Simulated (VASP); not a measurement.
Input of a VASP 6.6.1 run:

The input POSCAR:

```
Be4TeSe3
1.0
   -2.6541400000      2.6541400000      5.3014100000
    2.6541400000     -2.6541400000      5.3014100000
    2.6541400000      2.6541400000     -5.3014100000
Be Te Se
4 1 3
Direct
    0.3666420000      0.8933660000      0.0000000000
    0.8933660000      0.3666420000      0.0000000000
    0.6333580000      0.6333580000      0.5267240000
    0.1066340000      0.1066340000      0.4732760000
    0.5000000000      0.5000000000      0.0000000000
    0.7500000000      0.2500000000      0.5000000000
    0.2500000000      0.7500000000      0.5000000000
    0.0000000000      0.0000000000      0.0000000000
```

The input INCAR.step1:

```
SYSTEM = Be4TeSe3
PREC = Accurate ; ENCUT = 520
EDIFF = 1E-5 ; ISMEAR = 0
SIGMA = 0.02 ; LREAL = .False.
LASPH = .True. ; NELM = 40
ALGO = Normal ; ISIF = 2
LWAVE = .True. ; LCHARG = .False.
NBANDS = 26 ; KPAR = 8
GGA = PE
```

The input INCAR.step2:

```
SYSTEM = Be4TeSe3
PREC = Accurate ; ENCUT = 520
EDIFF = 1E-5 ; ISMEAR = 0
SIGMA = 0.02 ; LREAL = .False.
LASPH = .True. ; NELM = 40
ALGO = Normal ; ISIF = 2
LWAVE = .False. ; LCHARG = .False.
GGA = PE ; LHFCALC = .True.
HFSCREEN = 0.2 ; PRECFOCK = Fast
NBANDS = 26 ; KPAR = 8
ISTART = 1
```

KPOINTS

```
Automatic mesh
0
Gamma
  6 6 6
  0 0 0
```

Potentials or basis: VASP PAW PBE potentials, release 64 (Be, Te, Se).

The run is started by

```console
$ cat potpaw_PBE.64/Be/POTCAR potpaw_PBE.64/Te/POTCAR potpaw_PBE.64/Se/POTCAR > POTCAR
$ cp INCAR.step1 INCAR
$ mpirun -np 8 vasp_std > vasp.out
$ cp INCAR.step2 INCAR
$ mpirun -np 8 vasp_std > vasp.out
```

Q: Estimate the pressure.

A: -1.6 GPa.

Q: Predict the band gap on the k mesh.

A: 3.15 eV, direct.

Q: Estimate the largest force.

A: 0.020 eV/Å.

Forces on the atoms (eV/Å):
```
Be  -0.010  0.010 -0.013
Be   0.010 -0.010 -0.013
Be  -0.010 -0.010  0.013
Be   0.010  0.010  0.013
Te   0.000  0.000  0.000
Se   0.000  0.000  0.000
Se   0.000  0.000  0.000
Se   0.000  0.000  0.000
```

Caveat: the PAW data sets were made with another functional, which shifts forces and pressure a little; spin-orbit coupling is left out, which moves the levels of the heavy elements. A k mesh can miss the band edges.
